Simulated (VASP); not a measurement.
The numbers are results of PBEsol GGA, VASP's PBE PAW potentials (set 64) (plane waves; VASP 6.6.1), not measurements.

A VASP calculation is set up with these files.

**POSCAR**
```
Cd4Se3Te
6.1793770
  0.9999999856   0.0000000000   0.0000000000
  0.0000000000   0.9999999856   0.0000000000
  0.0000000000   0.0000000000   0.9999999856
Cd Te Se
4 1 3
Cart
  0.9915632917   0.9915632917   0.9915632917
  0.5084366867   0.5084366867   0.9915632917
  0.5084366867   0.9915632917   0.5084366867
  0.9915632917   0.5084366867   0.5084366867
  0.2499999964   0.2499999964   0.2499999964
  0.7499999892   0.7499999892   0.2499999964
  0.7499999892   0.2499999964   0.7499999892
  0.2499999964   0.7499999892   0.7499999892
```

INCAR:
```
ALGO  =  Normal
EDIFF  =  1E-7
ENCUT  =  400
GGA  =  PS
ISIF  =  2
ISMEAR  =  -5
LASPH  =  .TRUE.
LCHARG  =  .TRUE.
LEFG  =  .TRUE.
LMAXMIX  =  4
LORBIT  =  11
LREAL  =  .FALSE.
LWAVE  =  .FALSE.
NEDOS  =  601
NELM  =  100
PREC  =  Accurate
SYSTEM  =  Cd4Se3Te
```

KPOINTS:
```
Automatic mesh
0
Gamma
4 4 4
0 0 0
```

POTCAR, in this order: Cd Te Se (PBE.64 set). Program: vasp_std.

Output

### OUTCAR
```
 ion  position               nearest neighbor table
   1  0.992  0.992  0.992-   6 2.65   7 2.65   8 2.65   5 2.77
   2  0.508  0.508  0.992-   6 2.65   7 2.65   8 2.65   5 2.77
   3  0.508  0.992  0.508-   6 2.65   7 2.65   8 2.65   5 2.77
   4  0.992  0.508  0.508-   6 2.65   7 2.65   8 2.65   5 2.77
   5  0.250  0.250  0.250-   1 2.77   2 2.77   3 2.77   4 2.77
   6  0.750  0.750  0.250-   1 2.65   2 2.65   3 2.65   4 2.65
   7  0.750  0.250  0.750-   1 2.65   2 2.65   3 2.65   4 2.65
   8  0.250  0.750  0.750-   1 2.65   2 2.65   3 2.65   4 2.65
  LATTYP: Found a simple cubic cell.
 ALAT       =     6.1793769111
 Subroutine PRICEL returns:
 Original cell was already a primitive cell.
 Subroutine GETGRP returns: Found 24 space group operations
The static configuration has the point symmetry C_3v.
 The point group associated with its full space group is T_d .
The dynamic configuration has the point symmetry C_3v.
 Subroutine INISYM returns: Found 24 space group operations
 Subroutine IBZKPT returns following result:
 Found     10 irreducible k-points:

 Following reciprocal coordinates:
            Coordinates               Weight
  0.000000  0.000000  0.000000      1.000000
  0.250000  0.000000  0.000000      6.000000
...
```

OSZICAR:
```
       N       E                     dE             d eps       ncg     rms          rms(c)
DAV:   1     0.433199152501E+03    0.43320E+03   -0.29523E+04   868   0.122E+03
DAV:   2     0.468754396080E+00   -0.43273E+03   -0.42467E+03   962   0.327E+02
DAV:   3    -0.250659941327E+02   -0.25535E+02   -0.25445E+02   996   0.795E+01
DAV:   4    -0.253499174867E+02   -0.28392E+00   -0.28369E+00  1021   0.791E+00
DAV:   5    -0.253531782497E+02   -0.32608E-02   -0.32590E-02  1005   0.749E-01    0.122E+01
DAV:   6    -0.240023775049E+02    0.13508E+01   -0.33030E+00  1041   0.140E+01    0.963E+00
DAV:   7    -0.239369421342E+02    0.65435E-01   -0.11033E+00   915   0.424E+00    0.402E+00
DAV:   8    -0.239274389243E+02    0.95032E-02   -0.14104E-01   943   0.304E+00    0.548E-01
DAV:   9    -0.239256041465E+02    0.18348E-02   -0.22133E-02   905   0.134E+00    0.205E-01
DAV:  10    -0.239256760762E+02   -0.71930E-04   -0.12426E-03   978   0.257E-01    0.132E-01
DAV:  11    -0.239257914928E+02   -0.11542E-03   -0.71288E-04   926   0.152E-01    0.428E-02
DAV:  12    -0.239257592765E+02    0.32216E-04   -0.21426E-04   908   0.974E-02    0.152E-02
DAV:  13    -0.239257644906E+02   -0.52141E-05   -0.16767E-05   937   0.262E-02    0.643E-03
DAV:  14    -0.239257672228E+02   -0.27321E-05   -0.39429E-06   932   0.741E-03    0.498E-03
DAV:  15    -0.239257672417E+02   -0.18950E-07   -0.71125E-07   892   0.552E-03
   1 F= -.23925767E+02 E0= -.23925767E+02  d E =0.000000E+00
```

File OUTCAR:
```
------------------------ aborting loop because EDIFF is reached ----------------------------------------
  FORCE on cell =-STRESS in cart. coord.  units (eV):
  Direction    XX          YY          ZZ          XY          YZ          ZX
  --------------------------------------------------------------------------------------
  Total        0.0677849      0.0677849      0.0677849      0.0000000     -0.0000000     -0.0000000
  in kB        0.4602669      0.4602669      0.4602669      0.0000000     -0.0000000     -0.0000000
  external PRESSURE =       0.4602669 kB  Pullay stress =       0.0000000 kB
  volume of cell :      235.96
      direct lattice vectors                 reciprocal lattice vectors
     6.179376911  0.000000000  0.000000000     0.161828614  0.000000000  0.000000000
     0.000000000  6.179376911  0.000000000     0.000000000  0.161828614  0.000000000
     0.000000000  0.000000000  6.179376911     0.000000000  0.000000000  0.161828614
 POSITION                                       TOTAL-FORCE (eV/Angst)
 -----------------------------------------------------------------------------------
      6.12724      6.12724      6.12724        -0.003942     -0.003942     -0.003942
      3.14182      3.14182      6.12724         0.003942      0.003942     -0.003942
      3.14182      6.12724      3.14182         0.003942     -0.003942      0.003942
      6.12724      3.14182      3.14182        -0.003942      0.003942      0.003942
      1.54484      1.54484      1.54484         0.000000     -0.000000      0.000000
      4.63453      4.63453      1.54484        -0.000000      0.000000      0.000000
      4.63453      1.54484      4.63453        -0.000000      0.000000      0.000000
      1.54484      4.63453      4.63453         0.000000     -0.000000      0.000000
 -----------------------------------------------------------------------------------
    total drift:                                0.000000      0.000000      0.000000
  FREE ENERGIE OF THE ION-ELECTRON SYSTEM (eV)
  ---------------------------------------------------
  free  energy   TOTEN  =       -23.9257672417 eV

  energy  without entropy=      -23.9257672417  energy(sigma->0) =      -23.92576724

 total charge

# of ion       s       p       d       tot
------------------------------------------
    1        0.456   0.318   9.540  10.314
    2        0.456   0.318   9.540  10.314
    3        0.456   0.318   9.540  10.314
    4        0.456   0.318   9.540  10.314
    5        1.350   2.074   0.023   3.447
    6        1.447   2.368   0.022   3.837
    7        1.447   2.368   0.022   3.837
    8        1.447   2.368   0.022   3.837
--------------------------------------------------
tot          7.512  10.450  38.251  56.214

 Electric field gradients after diagonalization (V/A^2)
 (convention: |V_zz| > |V_xx| > |V_yy|)
----------------------------------------------------------------------
 ion       V_xx      V_yy      V_zz     asymmetry (V_yy - V_xx)/ V_zz
----------------------------------------------------------------------
   1       0.613     0.613    -1.227       0.000
   2       0.613     0.613    -1.227       0.000
   3       0.613     0.613    -1.227       0.000
   4       0.613     0.613    -1.227       0.000
   5       0.000     0.000    -0.000       0.093
   6     -22.012   -22.012    44.025       0.000
   7     -22.012   -22.012    44.025       0.000
   8     -22.012   -22.012    44.025       0.000
```
(Selected blocks of OUTCAR.)

The structure was generated: Cd4Se3Te was put into an ordered model structure (P-43m), which need not be its known phase. It was relaxed first.
